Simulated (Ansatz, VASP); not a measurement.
# Al2InN3 in two plane-wave programs, part 2 of 2

One calculation is typed for both programs; each brings its own data sets. How far apart do they land? The cell is taken from a series of runs on this material, whose earlier steps may have relaxed, scaled, displaced or heated it; both programs get it as it stands.

VASP 6.6.1 and Ansatz 0.2.0.

So far: Set-up; Ansatz: G0W0 gap, PBE.

## Step 3: VASP: G0W0 gap, PBE

Level of this step: G0W0 on PBE; plane waves and PAW (Al_GW, In_d_GW, N_GW) (VASP).

The same cell, functional and mesh now go to VASP, with its own data sets.

Lines of VASP's logs that name or quote its potential files are left out, and so is its time.

The run reads the wave functions of an earlier VASP run, which isn't shown here.

File INCAR:

```
SYSTEM = Al2InN3
PREC = Accurate
ENCUT = 450
ISMEAR = 0
SIGMA = 0.01
LREAL = .FALSE.
GGA = PE
NBANDS = 176
ALGO = EVGW0
NELMGW = 1
ENCUTGW = 54
NOMEGA = 64
PRECFOCK = Fast
NBANDSGW = 48
LWAVE = .FALSE.
LCHARG = .FALSE.
```

File POSCAR:

```
Al2InN3
1.0
    4.8800190524     -2.8055151375      0.0000000000
    4.8800190524      2.8055151375      0.0000000000
    0.0000000000      0.0000000000      5.1994618000
Al In N
4 2 6
Direct
    0.0085428600      0.3349002500      0.9916267200
    0.6650997500      0.9914571400      0.9916267200
    0.9914571400      0.6650997500      0.4916267200
    0.3349002500      0.0085428600      0.4916267200
    0.3219155300      0.6780844700      0.9863837600
    0.6780844700      0.3219155300      0.4863837600
    0.0369825600      0.3335805700      0.3557999700
    0.6664194300      0.9630174400      0.3557999700
    0.9630174400      0.6664194300      0.8557999700
    0.3335805700      0.0369825600      0.8557999700
    0.2980913400      0.7019086600      0.4067628300
    0.7019086600      0.2980913400      0.9067628300
```

File KPOINTS:

```
Automatic mesh
0
Gamma
6 6 4
0 0 0
```

The projector-augmented-wave data sets are Al_GW, In_d_GW and N_GW (PBE family, release 64).

On the command line:

```bash
$ mpirun -np 16 vasp_std
```

Numbers of over 12 decimals in the logs are rounded to 6 here.

Log:

```text
[banner, memory and clock lines left out]
running   16 mpi-ranks, on    1 nodes
 distrk:  each k-point on   16 cores,    1 groups
 distr:  one band on    1 cores,   16 groups

 POSCAR found type information on POSCAR AlInN
 POSCAR found :  3 types and      12 ions
|                                                                             |
|           W    W    AA    RRRRR   N    N  II  N    N   GGGG   !!!           |
|           W    W   A  A   R    R  NN   N  II  NN   N  G    G  !!!           |
|           W    W  A    A  R    R  N N  N  II  N N  N  G       !!!           |
|           W WW W  AAAAAA  RRRRR   N  N N  II  N  N N  G  GGG   !            |
|           WW  WW  A    A  R   R   N   NN  II  N   NN  G    G                |
|           W    W  A    A  R    R  N    N  II  N    N   GGGG   !!!           |
|                                                                             |
|     For optimal performance we recommend to set                             |
|       NCORE = 2 up to number-of-cores-per-socket                            |
|     NCORE specifies how many cores store one orbital (NPAR=cpu/NCORE).      |
|     This setting can greatly improve the performance of VASP for DFT.       |
|     The default, NCORE=1 might be grossly inefficient on modern             |
|     multi-core architectures or massively parallel machines. Do your        |
|     Unfortunately you need to use the default for GW and RPA                |
|     calculations (for HF NCORE is supported but not extensively tested      |
|     yet).                                                                   |
|                                                                             |

|                                                                             |
|           W    W    AA    RRRRR   N    N  II  N    N   GGGG   !!!           |
|           W    W   A  A   R    R  NN   N  II  NN   N  G    G  !!!           |
|           W    W  A    A  R    R  N N  N  II  N N  N  G       !!!           |
|           W WW W  AAAAAA  RRRRR   N  N N  II  N  N N  G  GGG   !            |
|           WW  WW  A    A  R   R   N   NN  II  N   NN  G    G                |
|           W    W  A    A  R    R  N    N  II  N    N   GGGG   !!!           |
|                                                                             |
|     The default for ENCUTGWSOFT is different in this version of VASP.       |
|     please manually set ENCUTGWSOFT =54 in the INCAR file.                  |
|                                                                             |

 LDA part: xc-table for (Slater+PW92), standard interpolation
 found WAVECAR, reading the header
 POSCAR, INCAR and KPOINTS ok, starting setup
 FFT: planning ... GRIDC
 FFT: planning ... GRID_SOFT
 FFT: planning ... GRID
 reading WAVECAR
 the WAVECAR file was read successfully
 initial charge from wavefunction
 available memory per node:     34.29 GB, setting MAXMEM to     35113

 The Fermi energy was updated, please check that it is located mid-gap
 values below the HOMO (VB) or above the LUMO (CB) will cause erroneous energies
 E-fermi :   6.0921

 calculate exact exchange contribution
 the WAVEDER file was read successfully
energies w=
    0.000    0.000    0.499    0.000    0.997    0.000    1.493    0.000
    1.985    0.000    2.473    0.000    2.956    0.000    3.434    0.000
    3.906    0.000    4.371    0.000    4.830    0.000    5.282    0.000
    5.729    0.000    6.169    0.000    6.604    0.000    7.033    0.000
    7.459    0.000    7.880    0.000    8.298    0.000    8.714    0.000
    9.129    0.000    9.542    0.000    9.956    0.000   10.371    0.000
   10.789    0.000   11.209    0.000   11.634    0.000   12.065    0.000
   12.503    0.000   12.950    0.000   13.406    0.000   13.874    0.000
   14.355    0.000   14.853    0.000   15.368    0.000   15.903    0.000
   16.462    0.000   17.047    0.000   17.663    0.000   18.313    0.000
   19.003    0.000   19.739    0.000   20.526    0.000   21.373    0.000
   22.290    0.000   23.288    0.000   24.381    0.000   25.585    0.000
   26.922    0.000   28.417    0.000   30.104    0.000   32.024    0.000
   34.232    0.000   36.802    0.000   39.832    0.000   43.459    0.000
   47.881    0.000   53.391    0.000   60.441    0.000   69.774    0.000
   82.697    0.000  101.741    0.000  132.540    0.000  190.676    0.000
 responsefunction array rank=     144
 LDA part: xc-table for (Slater+PW92), standard interpolation

 min. memory requirement per mpi rank    677.5 MB, per node  10839.9 MB

 allocating   4 responsefunctions rank=   144
 shmem allocating  64 responsefunctions rank=   144
 response function shared by NCSHMEM nodes    1
 Doing            4  frequencies on each core in blocks of           64
NQ=   1    0.0000    0.0000    0.0000,
|.........|.........|.........|.........|.........|.........|.........|.........
 performed       2049000 updates of chi_q(r,r)
 total number of BLAS operations        290.02 Gflops
NQ=   2    0.1667    0.0000    0.0000,
|.........|.........|.........|.........|.........|.........|.........|.........
 performed       5399000 updates of chi_q(r,r)
 total number of BLAS operations        722.32 Gflops
NQ=   3    0.3333    0.0000    0.0000,
|.........|.........|.........|.........|.........|.........|.........|.........
[...]
|.........|.........|.........|.........|.........|.........|.........|.........
 performed      32473000 updates of chi_q(r,r)
 total number of BLAS operations       4242.87 Gflops
NQ=  12   -0.3333    0.3333    0.0000,
|.........|.........|.........|.........|.........|.........|.........|.........
 performed      35012000 updates of chi_q(r,r)
 total number of BLAS operations       4565.39 Gflops
NQ=  13    0.5000    0.5000    0.0000,
|.........|.........|.........|.........|.........|.........|.........|.........
 performed      37061000 updates of chi_q(r,r)
 total number of BLAS operations       4809.42 Gflops
NQ=  14    0.0000    0.0000    0.2500,
|.........|.........|.........|.........|.........|.........|.........|.........
 performed      39330000 updates of chi_q(r,r)
 total number of BLAS operations       5155.12 Gflops
NQ=  15    0.1667    0.0000    0.2500,
|.........|.........|.........|.........|.........|.........|.........|.........
 performed      43153000 updates of chi_q(r,r)
 total number of BLAS operations       5672.05 Gflops
NQ=  16    0.3333    0.0000    0.2500,
|.........|.........|.........|.........|.........|.........|.........|.........
 performed      46976000 updates of chi_q(r,r)
 total number of BLAS operations       6181.07 Gflops
NQ=  17    0.5000    0.0000    0.2500,
|.........|.........|.........|.........|.........|.........|.........|.........
 performed      49853000 updates of chi_q(r,r)
 total number of BLAS operations       6570.08 Gflops
NQ=  18    0.1667    0.1667    0.2500,
|.........|.........|.........|.........|.........|.........|.........|.........
 performed      52865000 updates of chi_q(r,r)
 total number of BLAS operations       6983.66 Gflops
NQ=  19    0.3333    0.1667    0.2500,
|.........|.........|.........|.........|.........|.........|.........|.........
 performed      56688000 updates of chi_q(r,r)
 total number of BLAS operations       7477.01 Gflops
NQ=  20    0.5000    0.1667    0.2500,
|.........|.........|.........|.........|.........|.........|.........|.........
 performed      60511000 updates of chi_q(r,r)
 total number of BLAS operations       7962.62 Gflops
NQ=  21   -0.3333    0.1667    0.2500,
|.........|.........|.........|.........|.........|.........|.........|.........
 performed      64334000 updates of chi_q(r,r)
 total number of BLAS operations       8448.24 Gflops
NQ=  22   -0.1667    0.1667    0.2500,
|.........|.........|.........|.........|.........|.........|.........|.........
 performed      67143000 updates of chi_q(r,r)
 total number of BLAS operations       8822.29 Gflops
NQ=  23    0.3333    0.3333    0.2500,
|.........|.........|.........|.........|.........|.........|.........|.........
 performed      70155000 updates of chi_q(r,r)
 total number of BLAS operations       9229.58 Gflops
NQ=  24    0.5000    0.3333    0.2500,
|.........|.........|.........|.........|.........|.........|.........|.........
 performed      73978000 updates of chi_q(r,r)
 total number of BLAS operations       9715.19 Gflops
NQ=  25   -0.3333    0.3333    0.2500,
|.........|.........|.........|.........|.........|.........|.........|.........
 performed      76787000 updates of chi_q(r,r)
 total number of BLAS operations      10055.26 Gflops
NQ=  26    0.5000    0.5000    0.2500,
|.........|.........|.........|.........|.........|.........|.........|.........
 performed      79056000 updates of chi_q(r,r)
 total number of BLAS operations      10362.03 Gflops
NQ=  27    0.0000    0.0000    0.5000,
|.........|.........|.........|.........|.........|.........|.........|.........
 performed      81105000 updates of chi_q(r,r)
 total number of BLAS operations      10622.32 Gflops
NQ=  28    0.1667    0.0000    0.5000,
|.........|.........|.........|.........|.........|.........|.........|.........
 performed      84455000 updates of chi_q(r,r)
 total number of BLAS operations      11089.34 Gflops
NQ=  29    0.3333    0.0000    0.5000,
|.........|.........|.........|.........|.........|.........|.........|.........
 performed      87805000 updates of chi_q(r,r)
 total number of BLAS operations      11514.87 Gflops
NQ=  30    0.5000    0.0000    0.5000,
|.........|.........|.........|.........|.........|.........|.........|.........
 performed      90310000 updates of chi_q(r,r)
 total number of BLAS operations      11843.28 Gflops
NQ=  31    0.1667    0.1667    0.5000,
|.........|.........|.........|.........|.........|.........|.........|.........
 performed      92950000 updates of chi_q(r,r)
 total number of BLAS operations      12189.42 Gflops
NQ=  32    0.3333    0.1667    0.5000,
|.........|.........|.........|.........|.........|.........|.........|.........
 performed      96300000 updates of chi_q(r,r)
 total number of BLAS operations      12628.56 Gflops
NQ=  33    0.5000    0.1667    0.5000,
|.........|.........|.........|.........|.........|.........|.........|.........
 performed      99650000 updates of chi_q(r,r)
 total number of BLAS operations      13067.70 Gflops
NQ=  34   -0.3333    0.1667    0.5000,
|.........|.........|.........|.........|.........|.........|.........|.........
 performed     103000000 updates of chi_q(r,r)
 total number of BLAS operations      13506.85 Gflops
NQ=  35   -0.1667    0.1667    0.5000,
|.........|.........|.........|.........|.........|.........|.........|.........
 performed     105539000 updates of chi_q(r,r)
 total number of BLAS operations      13839.69 Gflops
NQ=  36    0.3333    0.3333    0.5000,
|.........|.........|.........|.........|.........|.........|.........|.........
 performed     108179000 updates of chi_q(r,r)
 total number of BLAS operations      14175.09 Gflops
NQ=  37    0.5000    0.3333    0.5000,
|.........|.........|.........|.........|.........|.........|.........|.........
 performed     111529000 updates of chi_q(r,r)
 total number of BLAS operations      14614.23 Gflops
NQ=  38   -0.3333    0.3333    0.5000,
|.........|.........|.........|.........|.........|.........|.........|.........
 performed     114068000 updates of chi_q(r,r)
 total number of BLAS operations      14968.20 Gflops
NQ=  39    0.5000    0.5000    0.5000,
|.........|.........|.........|.........|.........|.........|.........|.........
 performed     116117000 updates of chi_q(r,r)
 total number of BLAS operations      15236.82 Gflops
 resolving degeneracies of screened two electron integrals

 calculate QP shifts <psi_nk| G(iteration)W_0 |psi_nk>: iteration 1
 entering main loop
```

From OUTCAR (step 3):

```text
ion  position               nearest neighbor table
   1  0.009  0.335  0.992-   9 1.89  10 1.89  12 1.89   7 1.90
   2  0.665  0.991  0.992-  10 1.89   9 1.89  12 1.89   8 1.90
   3  0.991  0.665  0.492-   7 1.89   8 1.89  11 1.89   9 1.90
   4  0.335  0.009  0.492-   8 1.89   7 1.89  11 1.89  10 1.90
   5  0.322  0.678  0.986-   9 2.16  10 2.16  12 2.17  11 2.19
   6  0.678  0.322  0.486-   7 2.16   8 2.16  11 2.17  12 2.19
   7  0.037  0.334  0.356-   3 1.89   4 1.89   1 1.90   6 2.16
   8  0.666  0.963  0.356-   4 1.89   3 1.89   2 1.90   6 2.16
   9  0.963  0.666  0.856-   1 1.89   2 1.89   3 1.90   5 2.16
  10  0.334  0.037  0.856-   2 1.89   1 1.89   4 1.90   5 2.16
  11  0.298  0.702  0.407-   3 1.89   4 1.89   6 2.17   5 2.19
  12  0.702  0.298  0.907-   1 1.89   2 1.89   5 2.17   6 2.19

  LATTYP: Found a base centered orthorhombic cell.
 ALAT       =     5.6110302750
 B/A-ratio  =     1.7394377906
 C/A-ratio  =     0.9266501062

 Subroutine GETGRP returns: Found  4 space group operations
 (whereof  2 operations were pure point group operations)

The static configuration has the point symmetry C_1h.
 The point group associated with its full space group is C_2v.

 Found     39 irreducible k-points:

   k-points           NKPTS =     39   k-points in BZ     NKDIM =    144   number of bands    NBANDS=    176

   dimension x,y,z NGX =    40 NGY =   40 NGZ =   36
   dimension x,y,z NGXF=    80 NGYF=   80 NGZF=   72

   ENCUT  =  450.0 eV  33.07 Ry    5.75 a.u.   9.74  9.74  8.99*2*pi/ulx,y,z

   NELECT =      68.0000    total number of electrons

  energy-cutoff  :      450.00
  volume of cell :      142.37
      direct lattice vectors                 reciprocal lattice vectors
     4.880019052 -2.805515138  0.000000000     0.102458616 -0.178220389  0.000000000
     4.880019052  2.805515138  0.000000000     0.102458616  0.178220389  0.000000000
     0.000000000  0.000000000  5.199461800     0.000000000  0.000000000  0.192327598

 k-points in reciprocal lattice and weights: Automatic mesh
   0.00000000  0.00000000  0.00000000       0.007
   0.16666667  0.00000000  0.00000000       0.028
   0.33333333  0.00000000  0.00000000       0.028
   0.50000000  0.00000000  0.00000000       0.014
   0.16666667  0.16666667  0.00000000       0.014
   0.33333333  0.16666667  0.00000000       0.028
   0.50000000  0.16666667  0.00000000       0.028
  -0.33333333  0.16666667  0.00000000       0.028
  -0.16666667  0.16666667  0.00000000       0.014
[...]
-0.33333333  0.33333333  0.50000000       0.014
   0.50000000  0.50000000  0.50000000       0.007

 E-fermi :   6.0921

 QP shifts <psi_nk| G(iteration)W_0 |psi_nk>: iteration 1
 for sc-GW calculations column KS-energies equals QP-energies in previous step
 and V_xc(KS)=  KS-energies - (<T + V_ion + V_H > + <T+V_H+V_ion>^1  + <V_x>^1)
 k-point   1 :       0.0000    0.0000    0.0000
  band No.  KS-energies  QP-energies   sigma(KS)   V_xc(KS)     V^pw_x(r,r')   Z            occupation Imag(sigma)
    ...
     31       4.3230       4.1482     -16.4663     -16.2382     -20.1777       0.7665       2.0000       0.0763
     32       4.8744       4.8369     -16.8386     -16.7899     -20.5074       0.7702       2.0000       0.0686
     33       4.8818       4.8289     -16.6834     -16.6148     -20.2503       0.7712       2.0000       0.0684
     34       4.9477       4.8166     -16.9336     -16.7631     -20.5917       0.7694       2.0000       0.0686
     35       7.2365       8.0551     -12.1792     -13.1899      -9.2877       0.8099       0.0000      -0.0180
     36       9.4690      10.6164     -11.3069     -12.7261      -7.7359       0.8084       0.0000      -0.0154
     37      10.2070      10.7763      -8.4225      -9.1180      -4.5939       0.8184       0.0000      -0.0448
     38      10.5713      11.1911      -8.7045      -9.4647      -4.8341       0.8153       0.0000      -0.0472
    ...

 k-point   2 :       0.1667    0.0000    0.0000
  band No.  KS-energies  QP-energies   sigma(KS)   V_xc(KS)     V^pw_x(r,r')   Z            occupation Imag(sigma)
    ...
     31       4.1266       3.9278     -16.1540     -15.8945     -19.7297       0.7663       2.0000       0.0774
     32       4.3969       4.2653     -16.2886     -16.1175     -19.7609       0.7690       2.0000       0.0722
     33       4.8141       4.7580     -16.7566     -16.6839     -20.4144       0.7701       2.0000       0.0695
     34       4.8878       4.7442     -16.8981     -16.7113     -20.5728       0.7686       2.0000       0.0694
     35       7.7747       8.7028     -12.6378     -13.7928      -9.8915       0.8036       0.0000      -0.0183
     36       9.7078      10.8956     -11.4799     -12.9563      -7.9345       0.8045       0.0000      -0.0180
     37      10.4618      11.1245      -8.8948      -9.7091      -5.0768       0.8137       0.0000      -0.0453
     38      10.7302      11.4235      -9.0649      -9.9201      -5.2081       0.8107       0.0000      -0.0479
    ...

 k-point   3 :       0.3333    0.0000    0.0000
  band No.  KS-energies  QP-energies   sigma(KS)   V_xc(KS)     V^pw_x(r,r')   Z            occupation Imag(sigma)
    ...
     31       3.9341       3.6484     -16.1668     -15.7922     -19.9063       0.7626       2.0000       0.0806
     32       4.2775       4.1362     -16.1287     -15.9445     -19.6011       0.7674       2.0000       0.0780
     33       4.5888       4.4871     -16.5531     -16.4206     -20.2191       0.7677       2.0000       0.0728
     34       4.6958       4.5152     -16.7656     -16.5301     -20.4741       0.7669       2.0000       0.0717
     35       8.6715       9.7856     -12.7800     -14.1777      -9.7955       0.7971       0.0000      -0.0224
     36       9.8877      11.1367     -11.7879     -13.3517      -8.2588       0.7987       0.0000      -0.0200
     37      10.7920      11.6240      -9.8666     -10.8998      -6.1028       0.8052       0.0000      -0.0484
     38      11.1551      11.9423      -9.5217     -10.5009      -5.6142       0.8040       0.0000      -0.0521
    ...

 k-point   4 :       0.5000    0.0000    0.0000
  band No.  KS-energies  QP-energies   sigma(KS)   V_xc(KS)     V^pw_x(r,r')   Z            occupation Imag(sigma)
    ...
     31       4.2257       4.0451     -16.3801     -16.1440     -20.1566       0.7651       2.0000       0.0782
     32       4.3477       4.1173     -16.4014     -16.0999     -20.0839       0.7641       2.0000       0.0765
     33       4.3569       4.1062     -16.5753     -16.2476     -20.3604       0.7648       2.0000       0.0754
     34       4.6628       4.6010     -16.4729     -16.3927     -19.9483       0.7696       2.0000       0.0741
     35       9.3005      10.5861     -12.8064     -14.4295      -9.5305       0.7920       0.0000      -0.0229
     36       9.5469      10.6719     -11.5280     -12.9272      -8.0615       0.8040       0.0000      -0.0213
     37      10.7386      11.5661      -9.9917     -11.0200      -6.2625       0.8047       0.0000      -0.0502
     38      10.8911      11.7765     -10.1841     -11.2858      -6.3444       0.8037       0.0000      -0.0488
    ...

[... 4 further parts left out ...]
```

## Step 4: Side by side

Known differences besides the potentials themselves: fixed occupations in Ansatz, narrow Gaussian smearing in VASP; the cutoff is 420 eV in Ansatz and 450 eV in VASP; VASP leaves aspherical gradient terms in its spheres out (LASPH is not set), Ansatz keeps them; Ansatz integrates over frequency by contour deformation, VASP on a grid of NOMEGA points. Total energies have different zeros and are not compared.

The two programs side by side:

```tsv
quantity	Ansatz	VASP	difference
G0W0 gap on the mesh (eV)	3.23	3.22	+0.01
Kohn-Sham gap under it (eV)	2.29	2.29	0.00
```

## Step 5: Summary of results

| Property | Result |
| --- | --- |
| difference in G0W0 gap on the mesh (G0W0 gap, PBE) | 0.0079 eV |

The difference in G0W0 gap on the mesh is 0.0079 eV (G0W0 gap, PBE). How closely two codes agree says nothing of how well the functional describes the real material.

[Lines on the potential files, build, host, timing and source positions are cut from VASP's logs without a mark.]

[Logs are printed without paths, hosts, clocks, repeated set-up lines and the standing remarks that a program may print on its own settings, such as how far it seeks lower states.]

[Hosts, paths, dates, database ids (printed as entryN), source tags and the programs' standing remarks are cut or masked in the printed files.]
